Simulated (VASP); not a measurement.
```
CELL_PARAMETERS angstrom
      3.24160    -5.56602    -0.01573
      1.59976     2.77086     0.00000
     -0.01265     0.00731     5.19239
ATOMIC_POSITIONS crystal
  In 0.33663 0.33663 0.50258
  Al 0.15944 0.65944 0.00381
  Al 0.83307 0.33307 0.49955
  Al 0.67362 0.67362 0.00127
  N  0.33542 0.33542 0.91747
  N  0.13616 0.63616 0.36173
  N  0.83178 0.33178 0.87196
  N  0.69388 0.69389 0.36966
```

All values below come from PBEsol GGA, VASP's PBE PAW potentials (set 64) (plane waves; VASP). Settings: 520 eV cut-off, 5×9×5 Γ-centred mesh, tetrahedra with Blöchl corrections, potentials In_d Al N.

Unless said otherwise, spin-orbit coupling is left out, though it shifts the bands of the heavy elements here.

Q: What does the run give for the energy per atom (σ→0), band gap (on the k-mesh) with the smallest direct gap where there is one?

A: 
| Item | Value |
|---|---|
| band gap (on the k-mesh) | 2.07 eV |
| smallest direct gap (on the k-mesh) | 2.07 eV |
| energy per atom (σ→0) | -7.257 eV/atom |

The absolute energy has meaning only against runs of the same code, potentials and settings.

The structure was generated: Al3InN4 was put into an ordered model structure (Pm), which need not be its known phase. It was relaxed first.
